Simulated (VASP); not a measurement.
Output of a VASP run:

OSZICAR:
```
       N       E                     dE             d eps       ncg     rms          rms(c)
DAV:   1     0.456992720868E+03    0.45699E+03   -0.17839E+04  2304   0.138E+03
DAV:   2     0.878433422430E+01   -0.44821E+03   -0.42024E+03  2264   0.444E+02
DAV:   3    -0.475180397340E+02   -0.56302E+02   -0.52540E+02  2748   0.167E+02
DAV:   4    -0.505601099395E+02   -0.30421E+01   -0.29095E+01  3004   0.387E+01
DAV:   5    -0.506712057064E+02   -0.11110E+00   -0.10997E+00  2904   0.663E+00    0.577E+01
DAV:   6    -0.570576088019E+02   -0.63864E+01   -0.11442E+02  2752   0.825E+01    0.610E+01
DAV:   7    -0.435824427278E+02    0.13475E+02   -0.70048E+01  2484   0.117E+02    0.282E+01
DAV:   8    -0.424487886055E+02    0.11337E+01   -0.13614E+01  2676   0.276E+01    0.148E+01
DAV:   9    -0.420013918470E+02    0.44740E+00   -0.42171E+00  2860   0.147E+01    0.715E+00
DAV:  10    -0.417805217772E+02    0.22087E+00   -0.77598E-01  2876   0.750E+00    0.251E+00
DAV:  11    -0.418226612452E+02   -0.42139E-01   -0.50985E-02  2972   0.166E+00    0.268E+00
DAV:  12    -0.418170711619E+02    0.55901E-02   -0.27722E-02  2888   0.176E+00    0.152E+00
DAV:  13    -0.418077497689E+02    0.93214E-02   -0.19400E-02  2696   0.141E+00    0.881E-01
DAV:  14    -0.418131129414E+02   -0.53632E-02   -0.91542E-03  2612   0.115E+00    0.138E-01
DAV:  15    -0.418139811248E+02   -0.86818E-03   -0.83427E-04  2368   0.235E-01    0.833E-02
DAV:  16    -0.418140567789E+02   -0.75654E-04   -0.35065E-04  2280   0.154E-01    0.517E-02
DAV:  17    -0.418140767926E+02   -0.20014E-04   -0.45255E-04  2256   0.159E-01    0.304E-02
DAV:  18    -0.418140527078E+02    0.24085E-04   -0.27614E-04  2256   0.120E-01    0.225E-02
DAV:  19    -0.418140539696E+02   -0.12618E-05   -0.74625E-05  2296   0.631E-02    0.181E-02
DAV:  20    -0.418140559510E+02   -0.19814E-05   -0.11296E-04  2256   0.790E-02    0.103E-02
DAV:  21    -0.418140492543E+02    0.66967E-05   -0.33440E-05  2256   0.419E-02    0.451E-03
DAV:  22    -0.418140488844E+02    0.36994E-06   -0.18457E-05  2096   0.306E-02    0.290E-03
DAV:  23    -0.418140485412E+02    0.34316E-06   -0.10031E-05  2088   0.223E-02    0.155E-03
DAV:  24    -0.418140482120E+02    0.32924E-06   -0.31153E-06  2048   0.128E-02
   1 F= -.41814048E+02 E0= -.41749042E+02  d E =-.130013E+00  mag=    -0.0000     0.0000     3.5303
```

### OUTCAR
```
------------------------ aborting loop because EDIFF is reached ----------------------------------------
  FORCE on cell =-STRESS in cart. coord.  units (eV):
  Direction    XX          YY          ZZ          XY          YZ          ZX
  --------------------------------------------------------------------------------------
  Total       -0.5169038     -0.5169038     -0.5215693      0.0000548     -0.0000000      0.0000000
  in kB      -14.7020797    -14.7020797    -14.8347796      0.0015572     -0.0000000      0.0000000
  external PRESSURE =     -14.7463130 kB  Pullay stress =       0.0000000 kB
  volume of cell :       56.33
      direct lattice vectors                 reciprocal lattice vectors
     3.833368000  0.000000000  0.000000000     0.260867206  0.000000000  0.000000000
     0.000000000  3.833368000  0.000000000     0.000000000  0.260867206  0.000000000
     0.000000000  0.000000000  3.833368000     0.000000000  0.000000000  0.260867206
 POSITION                                       TOTAL-FORCE (eV/Angst)
 -----------------------------------------------------------------------------------
      0.00000      0.00000      0.00000         0.000000      0.000000      0.000000
      1.91668      1.91668      1.91668         0.000000      0.000000      0.000000
      0.00000      1.91668      1.91668         0.000000      0.000000      0.000000
      1.91668      1.91668      0.00000         0.000000      0.000000      0.000000
      1.91668      0.00000      1.91668         0.000000      0.000000      0.000000
 -----------------------------------------------------------------------------------
    total drift:                                0.000000      0.000000      0.000000
  FREE ENERGIE OF THE ION-ELECTRON SYSTEM (eV)
  ---------------------------------------------------
  free  energy   TOTEN  =       -41.8140482120 eV

  energy  without entropy=      -41.6840350666  energy(sigma->0) =      -41.74904164

 total charge

# of ion       s       p       d       tot
------------------------------------------
    1        0.152   0.111   6.188   6.451
    2        2.369   6.373   3.853  12.594
    3        1.597   3.477   0.000   5.075
    4        1.597   3.477   0.000   5.075
    5        1.597   3.477   0.000   5.075
--------------------------------------------------
tot          7.312  16.916  10.041  34.269

 magnetization (x)

# of ion       s       p       d       tot
------------------------------------------
    1        0.000   0.000   0.000   0.000
    2        0.000   0.000   0.000   0.000
    3        0.000   0.000   0.000   0.000
    4        0.000  -0.000   0.000  -0.000
    5        0.000  -0.000   0.000  -0.000
--------------------------------------------------
tot          0.000  -0.000   0.000   0.000

 magnetization (y)

# of ion       s       p       d       tot
------------------------------------------
    1        0.000   0.000   0.000   0.000
    2       -0.000   0.000   0.000   0.000
    3        0.000   0.000   0.000   0.000
    4       -0.000   0.000   0.000   0.000
    5        0.000   0.000   0.000   0.000
--------------------------------------------------
tot          0.000   0.000   0.000   0.000

 magnetization (z)

# of ion       s       p       d       tot
------------------------------------------
    1        0.035   0.010   3.250   3.295
    2       -0.001  -0.001  -0.012  -0.014
    3        0.004   0.035   0.000   0.039
...
```
(Selected blocks of OUTCAR.)

File POSCAR:
```
FeMoO3
1
    3.8333680000     0.0000000000     0.0000000000
    0.0000000000     3.8333680000     0.0000000000
    0.0000000000     0.0000000000     3.8333680000
Fe Mo O
1 1 3
Direct
  0.0000000000   0.0000000000   0.0000000000
  0.5000000000   0.5000000000   0.5000000000
  0.0000000000   0.5000000000   0.5000000000
  0.5000000000   0.5000000000   0.0000000000
  0.5000000000   0.0000000000   0.5000000000
```

Question: Write an INCAR and KPOINTS that could have produced this output.

Answer: This is not unique; one that fits is the input of the run itself, PBEsol GGA with spin-orbit coupling, plane waves, VASP's PBE PAW potentials (set 64).

File KPOINTS:
```
Regular mesh
0
gamma
 5 5 5
```

**INCAR**
```
! general
SYSTEM        = FeMoO3
PREC          = Accurate
ENCUT         = 400   ! plane-wave cut-off (eV)
LREAL         = .FALSE.   ! projection in real space or not
LASPH         = .TRUE.

! electronic loop
EDIFF         = 1E-6   ! SCF stop (eV)
NELM          = 100
ALGO          = Normal   ! blocked Davidson
LMAXMIX       = 4

! smearing
ISMEAR        = -1   ! Fermi-Dirac
SIGMA         = 0.1   ! width (eV)

! functional
GGA           = PS
GGA_COMPAT    = .FALSE.

! spin
MAGMOM        = 2*0.0 4.0 12*0.0
LSORBIT       = .TRUE.
LNONCOLLINEAR = .TRUE.

! ions
ISIF          = 2   ! forces and stress, cell fixed

! output
LWAVE         = .FALSE.
LCHARG        = .FALSE.
LORBIT        = 11
```

POTCAR, in this order: Fe Mo_sv O (PBE.64 set). Program: vasp_ncl.

At this cut-off the stress carries a Pulay error, which pulls relaxed volumes low.

The structure was generated: FeMoO3 was put into an ordered model structure, which need not be its known phase. The cell was not relaxed at this level. The k-mesh is coarse (spacing up to 0.33 per Å, 2π included), so the numbers may not be converged in it. The run is one of a series of settings (GGA_COMPAT = .FALSE., ISPIN removed, LNONCOLLINEAR = .TRUE., LSORBIT = .TRUE., MAGMOM = 0.0 0.0 4.0 0.0 0.0 0.0 0.0 0.0 0.0 0.0 0.0 0.0 0.0 0.0 0.0, program vasp_ncl against the base run), some of them coarse on purpose.
